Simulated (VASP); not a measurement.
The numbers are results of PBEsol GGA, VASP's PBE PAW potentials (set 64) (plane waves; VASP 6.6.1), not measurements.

VASP input:

### INCAR
```
! general
SYSTEM   =  Lu
PREC     =  Accurate
ENCUT    =  400
LREAL    =  .False.
LASPH    =  .True.

! electronic loop
EDIFF    =  1E-7
NELM     =  100
ALGO     =  Normal
LMAXMIX  =  6

! smearing
ISMEAR   =  -5

! functional
GGA      =  PS

! ions
ISIF     =  2

! output
LWAVE    =  .False.
LCHARG   =  .True.
LORBIT   =  11
NEDOS    =  601
```

KPOINTS:
```
Automatic
0
Gamma
  15 15 15
```

**POSCAR**
```
Lu
1.0
 -1.9159409567   1.9159409567   1.9159409567
  1.9159409567  -1.9159409567   1.9159409567
  1.9159409567   1.9159409567  -1.9159409567
Lu
1
Cart
  0.0000000000   0.0000000000   0.0000000000
```

POTCAR, in this order: Lu_3 (PBE.64 set). Program: vasp_std.

Output

File OUTCAR:
```
 ion  position               nearest neighbor table
   1  0.000  0.000  0.000-
  LATTYP: Found a body centered cubic cell.
 ALAT       =     3.8318819134
 Subroutine PRICEL returns:
 Original cell was already a primitive cell.
 Subroutine GETGRP returns: Found 48 space group operations
The static configuration has the point symmetry O_h .
The dynamic configuration has the point symmetry O_h .
 Subroutine INISYM returns: Found 48 space group operations
 Subroutine IBZKPT returns following result:
 Found    120 irreducible k-points:

 Following reciprocal coordinates:
            Coordinates               Weight
  0.000000  0.000000  0.000000      1.000000
  0.066667  0.000000  0.000000     12.000000
  0.133333  0.000000  0.000000     12.000000
  0.200000  0.000000  0.000000     12.000000
  0.266667  0.000000  0.000000     12.000000
  0.333333  0.000000  0.000000     12.000000
  0.400000  0.000000  0.000000     12.000000
  0.466667  0.000000  0.000000     12.000000
  0.066667  0.066667  0.000000     24.000000
  0.133333  0.066667  0.000000     48.000000
  0.200000  0.066667  0.000000     48.000000
  0.266667  0.066667  0.000000     48.000000
  0.333333  0.066667  0.000000     48.000000
  0.400000  0.066667  0.000000     48.000000
  0.466667  0.066667  0.000000     24.000000
  0.133333  0.133333  0.000000     24.000000
  0.200000  0.133333  0.000000     48.000000
  0.266667  0.133333 -0.000000     48.000000
  0.333333  0.133333  0.000000     48.000000
  0.400000  0.133333  0.000000     48.000000
  0.200000  0.200000  0.000000     24.000000
  0.266667  0.200000  0.000000     48.000000
  0.333333  0.200000  0.000000     48.000000
  0.400000  0.200000  0.000000     24.000000
  0.266667  0.266667  0.000000     24.000000
...
```

OSZICAR:
```
       N       E                     dE             d eps       ncg     rms          rms(c)
DAV:   1    -0.123235731200E+01   -0.12324E+01   -0.43843E+03  2888   0.995E+02
DAV:   2    -0.458406694279E+01   -0.33517E+01   -0.31666E+01  2064   0.476E+01
DAV:   3    -0.473549612722E+01   -0.15143E+00   -0.14823E+00  3536   0.952E+00
DAV:   4    -0.473596307569E+01   -0.46695E-03   -0.47338E-03  2160   0.561E-01
DAV:   5    -0.473597291556E+01   -0.98399E-05   -0.99092E-05  3592   0.107E-01    0.193E+01
DAV:   6    -0.472204124644E+01    0.13932E-01   -0.23790E-02  3040   0.352E+00    0.114E+01
DAV:   7    -0.472247660568E+01   -0.43536E-03   -0.40336E-02  3120   0.461E+00    0.246E-01
DAV:   8    -0.472219509496E+01    0.28151E-03   -0.13740E-03  3112   0.567E-01    0.362E-02
DAV:   9    -0.472219580376E+01   -0.70880E-06   -0.28624E-05  3176   0.677E-02    0.118E-02
DAV:  10    -0.472219591209E+01   -0.10832E-06   -0.39460E-06  3144   0.396E-02    0.628E-03
DAV:  11    -0.472219564635E+01    0.26574E-06   -0.13669E-07  1656   0.612E-03    0.661E-04
DAV:  12    -0.472219558380E+01    0.62546E-07   -0.31602E-08  1400   0.357E-03
   1 F= -.47221956E+01 E0= -.47221956E+01  d E =0.000000E+00
```

### OUTCAR
```
------------------------ aborting loop because EDIFF is reached ----------------------------------------
  FORCE on cell =-STRESS in cart. coord.  units (eV):
  Direction    XX          YY          ZZ          XY          YZ          ZX
  --------------------------------------------------------------------------------------
  Total        0.0415894      0.0415894      0.0415894     -0.0000000     -0.0000000     -0.0000000
  in kB        2.3685715      2.3685715      2.3685715     -0.0000000     -0.0000000     -0.0000000
  external PRESSURE =       2.3685715 kB  Pullay stress =       0.0000000 kB
  volume of cell :       28.13
      direct lattice vectors                 reciprocal lattice vectors
    -1.915940957  1.915940957  1.915940957     0.000000000  0.260968376  0.260968376
     1.915940957 -1.915940957  1.915940957     0.260968376  0.000000000  0.260968376
     1.915940957  1.915940957 -1.915940957     0.260968376  0.260968376  0.000000000
 POSITION                                       TOTAL-FORCE (eV/Angst)
 -----------------------------------------------------------------------------------
      0.00000      0.00000      0.00000        -0.000000     -0.000000      0.000000
 -----------------------------------------------------------------------------------
    total drift:                               -0.000000      0.000000      0.000000
  FREE ENERGIE OF THE ION-ELECTRON SYSTEM (eV)
  ---------------------------------------------------
  free  energy   TOTEN  =        -4.7221955838 eV

  energy  without entropy=       -4.7221955838  energy(sigma->0) =       -4.72219558

 total charge

# of ion       s       p       d       tot
------------------------------------------
    1        0.506   6.461   0.933   7.900
```
(Selected blocks of OUTCAR.)

For a metal the tetrahedron method with Blöchl corrections gives inexact stress and forces.

The structure was generated: Lu was put into the bcc type (Im-3m), which need not be its known phase. It was relaxed first, which changed the volume by -5 %.
